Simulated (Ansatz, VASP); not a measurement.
## Ti3Nb: VASP beside Ansatz

```
Ti Nb
1.0
     3.82813    0.00000    0.00000
     0.00000    3.82813    0.00000
     0.00000    0.00000    3.82813
Ti Nb
3 1
Cartesian
  0.0000 1.9141 1.9141
  1.9141 0.0000 1.9141
  1.9141 1.9141 0.0000
  0.0000 0.0000 0.0000
```

Change from the starting cell: strain -0.050 along x and y, -0.050 along z, atoms carried along.

Alike in both runs: task single point; functional LDA; k mesh 12 × 12 × 12; occupations gaussian, width 0.15 eV; no spin polarisation.

|  | VASP | Ansatz |
| --- | --- | --- |
| version | VASP 6.6.1 | Ansatz 0.2.0 |
| potentials or method | VASP PAW LDA potentials, release 64 (Ti_sv, Nb_sv) | scalar-relativistic, plane waves, PAW |
| plane-wave cutoff (eV) | 520 | 420 |
| valence electrons in the cell | 49 | 49 |

Ansatz gave:

* gap on the k mesh at the Fermi level (eV): none
* pressure (GPa): 27.7

Q: Estimate VASP's values.

A: gap on the k mesh at the Fermi level (eV): none; pressure (GPa): 27.4.

A gap of «none» marks a metal or a gap that the smearing closes.

Caveats: so large a pressure means that the cell lies far from this level's equilibrium, or that cutoff or potentials fall short (VASP).
